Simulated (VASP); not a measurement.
Runs of VASP 6.6.1 on GaAs. The structure is cubic, space group F-43m (No. 216). Conventional cell: a = 5.651 Å, b = 5.651 Å, c = 5.651 Å, α = 90.00°, β = 90.00°, γ = 90.00°. Ga (site symmetry -43m) has 4 As at 2.45 Å as nearest neighbours. Around As (site symmetry -43m) lie 4 Ga at 2.45 Å. The cell was built by a generator and needn't be a form met in nature.

| task | level | spin | cell | k mesh | cutoff (eV) | grid for exact exchange (PRECFOCK) | screening parameter | gap on the mesh (eV) | pressure (GPa) | moment (μB) |
| --- | --- | --- | --- | --- | --- | --- | --- | --- | --- | --- |
| band structure | PBE | off | F-43m, 22.55 Å³/atom | 10 × 10 × 10 | 520 | - | - | 0.53 | 3.6 | - |
| electrostatic potential | PBE | non-collinear, zero start, SOC | F-43m, 22.55 Å³/atom | 10 × 10 × 10 | 520 | - | - | - | 3.6 | 0.00 |
| band structure | PBE | non-collinear, zero start, SOC | F-43m, 22.55 Å³/atom | 10 × 10 × 10 | 520 | - | - | - | 3.6 | 0.00 |
| band structure | r2SCAN+rVV10 | off | F-43m, 22.55 Å³/atom | 10 × 10 × 10 | 520 | - | - | 1.00 | 0.0 | - |
| electrostatic potential | PBE | off | F-43m, 22.55 Å³/atom | 10 × 10 × 10 | 520 | - | - | 0.53 | 3.6 | - |
| relaxation of cell and atoms | r2SCAN+rVV10 | off | relaxed | 10 × 10 × 10 | 600 | - | - | 0.99 | 0.0 | - |
| band structure | HSE06 | off | F-43m, 22.55 Å³/atom | 6 × 6 × 6 | 520 | Fast | 0.2 1/A | (a) | 1.1 | - |
| electrostatic potential | r2SCAN+rVV10 | off | F-43m, 22.55 Å³/atom | 10 × 10 × 10 | 520 | - | - | 1.00 | 0.0 | - |

Alike in all rows: potentials or basis VASP PAW PBE potentials, release 64 (Ga_d, As); smearing gaussian 0.02 eV.

Task: Estimate the missing entries.

Result: (a) 1.45.

Caveats: the PAW data sets were made with another functional, which shifts forces and pressure a little (some runs).

A k mesh can miss the band edges, and rows without SOC leave out spin-orbit coupling on As, Ga.
